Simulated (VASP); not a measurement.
Output of a VASP run:

**OSZICAR**
```
       N       E                     dE             d eps       ncg     rms          rms(c)
DAV:   1     0.134739031631E+03    0.13474E+03   -0.98849E+03  1580   0.171E+03
DAV:   2     0.484005134612E+01   -0.12990E+03   -0.12745E+03  1652   0.386E+02
DAV:   3    -0.719644162411E+01   -0.12036E+02   -0.11872E+02  2072   0.105E+02
DAV:   4    -0.747705184214E+01   -0.28061E+00   -0.28054E+00  1688   0.186E+01
DAV:   5    -0.748562622665E+01   -0.85744E-02   -0.85742E-02  2318   0.313E+00    0.705E+00
DAV:   6    -0.736247944860E+01    0.12315E+00   -0.23783E-01  2370   0.409E+00    0.435E+00
DAV:   7    -0.734616196504E+01    0.16317E-01   -0.84851E-02  1850   0.183E+00    0.938E-01
DAV:   8    -0.734446037965E+01    0.17016E-02   -0.10018E-02  1970   0.954E-01    0.187E-01
DAV:   9    -0.734447792311E+01   -0.17543E-04   -0.67047E-04  1802   0.248E-01    0.106E-01
DAV:  10    -0.734446594474E+01    0.11978E-04   -0.44466E-05  1992   0.514E-02    0.161E-02
DAV:  11    -0.734446542710E+01    0.51764E-06   -0.57142E-06  1798   0.224E-02
   1 F= -.75391014E+00 E0= -.75402202E+00  d E =-.753910E+00
       N       E                     dE             d eps       ncg     rms          rms(c)
DAV:   1    -0.730227328498E+01    0.42193E-01   -0.25098E-01  1928   0.935E+00    0.616E-01
DAV:   2    -0.729280448749E+01    0.94688E-02   -0.17230E-02  1928   0.264E+00    0.255E-01
DAV:   3    -0.729064141056E+01    0.21631E-02   -0.67132E-03  1934   0.152E+00    0.436E-02
DAV:   4    -0.729059219908E+01    0.49211E-04   -0.32689E-04  1598   0.204E-01    0.253E-02
DAV:   5    -0.729056737133E+01    0.24828E-04   -0.28626E-05  2248   0.518E-02    0.627E-03
DAV:   6    -0.729056689417E+01    0.47716E-06   -0.15101E-06  1096   0.185E-02
   2 F= -.75376510E+00 E0= -.75388240E+00  d E =0.145038E-03
       N       E                     dE             d eps       ncg     rms          rms(c)
DAV:   1    -0.732442179335E+01   -0.33854E-01   -0.78408E-02  1928   0.531E+00    0.342E-01
DAV:   2    -0.732150854389E+01    0.29132E-02   -0.52880E-03  1928   0.144E+00    0.142E-01
DAV:   3    -0.732082924856E+01    0.67930E-03   -0.21039E-03  1934   0.846E-01    0.240E-02
DAV:   4    -0.732080886204E+01    0.20387E-04   -0.10306E-04  1604   0.115E-01    0.138E-02
DAV:   5    -0.732079726435E+01    0.11598E-04   -0.88151E-06  2242   0.289E-02    0.354E-03
DAV:   6    -0.732079660368E+01    0.66067E-06   -0.45141E-07   838   0.104E-02
   3 F= -.75412576E+00 E0= -.75423884E+00  d E =-.215621E-03
```

**OUTCAR**
```
------------------------ aborting loop because EDIFF is reached ----------------------------------------
  FORCE on cell =-STRESS in cart. coord.  units (eV):
  Direction    XX          YY          ZZ          XY          YZ          ZX
  --------------------------------------------------------------------------------------
  Total        6.5677732      6.5677732      6.5677732      0.0000000      0.0000000      0.0000000
  in kB      200.0335743    200.0335743    200.0335743      0.0000000      0.0000000      0.0000000
  external PRESSURE =       0.0335743 kB  Pullay stress =     200.0000000 kB
  volume of cell :       52.60
      direct lattice vectors                 reciprocal lattice vectors
    -0.000000000  2.973938247  2.973938247    -0.168127230  0.168127230  0.168127230
     2.973938247  0.000000000  2.973938247     0.168127230 -0.168127230  0.168127230
     2.973938247  2.973938247 -0.000000000     0.168127230  0.168127230 -0.168127230
 POSITION                                       TOTAL-FORCE (eV/Angst)
 -----------------------------------------------------------------------------------
      0.00000      0.00000      0.00000         0.000000      0.000000     -0.000000
      1.48697      1.48697      1.48697        -0.000000     -0.000000      0.000000
 -----------------------------------------------------------------------------------
    total drift:                               -0.000000     -0.000000     -0.000000
  FREE ENERGIE OF THE ION-ELECTRON SYSTEM (eV)
  ---------------------------------------------------
  free  energy   TOTEN  =        -7.3207966037 eV

  energy  without entropy=       -7.3211358246  energy(sigma->0) =       -7.32090968
  enthalpy is  TOTEN    =        -0.7541257618 eV   P V=        6.5666708419

 reached required accuracy - stopping structural energy minimisation
```
(Selected blocks of OUTCAR.)

POSCAR:
```
SnSe
1
   -0.0000000000     2.9775395092     2.9775395092
    2.9775395092    -0.0000000000     2.9775395092
    2.9775395092     2.9775395092     0.0000000000
Sn Se
1 1
Direct
  0.0000000000   1.0000000000   1.0000000000
  0.2500000000   0.2500000000   0.2500000000
```

**Question.** Reconstruct the remaining input files.

**Answer.** This is not unique; one that fits is the input of the run itself, PBEsol GGA, plane waves, VASP's PBE PAW potentials (set 64).

File KPOINTS:
```
kpoints
0
Gamma
 11 11 11
0 0 0
```

**INCAR**
```
! general
SYSTEM  = SnSe
PREC    = Accurate
ENCUT   = 500
LREAL   = .False.
LASPH   = .True.

! electronic loop
EDIFF   = 1E-6
NELM    = 100
ALGO    = Normal
LMAXMIX = 4

! smearing
ISMEAR  = 1
SIGMA   = 0.1

! functional
GGA     = PS

! ions
IBRION  = 2
NSW     = 40
ISIF    = 3
EDIFFG  = -0.02
PSTRESS = 200

! output
LWAVE   = .False.
LCHARG  = .False.
```

POTCAR, in this order: Sn_d Se (PBE.64 set). Program: vasp_std.

The structure was generated: SnSe was put into the zinc blende type (F-43m), which need not be its known phase. This run relaxes it under an external pressure of 20 GPa. Symmetry was kept, so distortions that lower it aren't found.
